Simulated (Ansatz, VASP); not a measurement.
# HfZr2S6: VASP beside Ansatz

Contents of INCAR:

```
PREC = Accurate
ENCUT = 520
EDIFF = 1E-6
ISMEAR = 0
SIGMA = 0.1
LREAL = F
LASPH = T
NELM = 100
ALGO = Normal
ISIF = 2
LWAVE = F
LCHARG = F
GGA = PE
NBANDS = 45
```

Contents of KPOINTS:

```
Automatic mesh
0
Gamma
  3 3 4
```

File POSCAR:

```
HfZr2S6
1.0
    6.2010660800      0.0000000000      0.0000000000
   -3.1005330400      5.3702807600      0.0000000000
    0.0000000000      0.0000000000      5.8591019500
Zr Hf S
2 1 6
Direct
    0.6666666700      0.3333333300      0.0000000000
    0.3333333300      0.6666666700      0.0000000000
    0.0000000000      0.0000000000      0.0000000000
    0.3333333300      0.3333333300      0.7620900300
    0.0000000000      0.6666666700      0.7620900300
    0.6666666700      0.0000000000      0.7620900300
    0.0000000000      0.3333333300      0.2379099700
    0.6666666700      0.6666666700      0.2379099700
    0.3333333300      0.0000000000      0.2379099700
```

Input for Ansatz:

```yaml
crystal:
  lattice:
    - [6.20106608, 0.0, 0.0]
    - [-3.10053304, 5.37028076, 0.0]
    - [0.0, 0.0, 5.85910195]
  atoms:
    - { symbol: Zr, position: [0.66666667, 0.33333333, 0.0] }
    - { symbol: Zr, position: [0.33333333, 0.66666667, 0.0] }
    - { symbol: Hf, position: [0.0, 0.0, 0.0] }
    - { symbol: S, position: [0.33333333, 0.33333333, 0.76209003] }
    - { symbol: S, position: [0.0, 0.66666667, 0.76209003] }
    - { symbol: S, position: [0.66666667, 0.0, 0.76209003] }
    - { symbol: S, position: [0.0, 0.33333333, 0.23790997] }
    - { symbol: S, position: [0.66666667, 0.66666667, 0.23790997] }
    - { symbol: S, position: [0.33333333, 0.0, 0.23790997] }
basis:
  ecutwfc: 420
kpoints:
  mp_grid: { grid: [3, 3, 4] }
hamiltonian:
  xc: pbe
scf:
  occupations: { method: gaussian, width: 0.1 }
  lower_state_search: "off"
output:
  forces: true
  stress: true
  eigenvalues: true
```

Alike in both runs: task single point; functional PBE; k mesh 3 × 3 × 4; occupations gaussian, width 0.1 eV; no spin polarisation.

|  | VASP | Ansatz |
| --- | --- | --- |
| version | VASP 6.6.1 | Ansatz 0.2.0 |
| potentials or method | VASP PAW PBE potentials, release 64 (Zr_sv, Hf_pv, S) | scalar-relativistic, plane waves, PAW |
| plane-wave cutoff (eV) | 520 | 420 |
| valence electrons in the cell | 70 | 86 |

VASP gave:

```
gap on the k mesh at the Fermi level (eV)       : 1.20
least direct gap on the mesh (eV)               : 1.73
pressure (GPa)                                  : 9.4
largest component of the traceless stress (GPa) : 0.13
rms of the force components (eV/Å)              : 0.547
```

Estimate Ansatz's values.

gap on the k mesh at the Fermi level (eV): 1.19; least direct gap on the mesh (eV): 1.73; pressure (GPa): 9.7; largest component of the traceless stress (GPa): 0.18; rms of the force components (eV/Å): 0.553.

Atom by atom the forces differ by 0.018 eV/Å (rms over components). The two sets of potentials don't hold the same shells in valence.

Caveats: spin-orbit coupling is left out, which moves the levels of the heavy elements; an odd mesh through Γ misses points on the zone boundary, where band edges often lie; this functional lacks dispersion, which binds the layers, so the pressure and a relaxed spacing across them are unreliable; forces of over 1 eV/Å show positions far from the minimum, so gaps and moduli don't describe the material at rest. A hybrid or GW would open this gap; PBE tends to underestimate it.
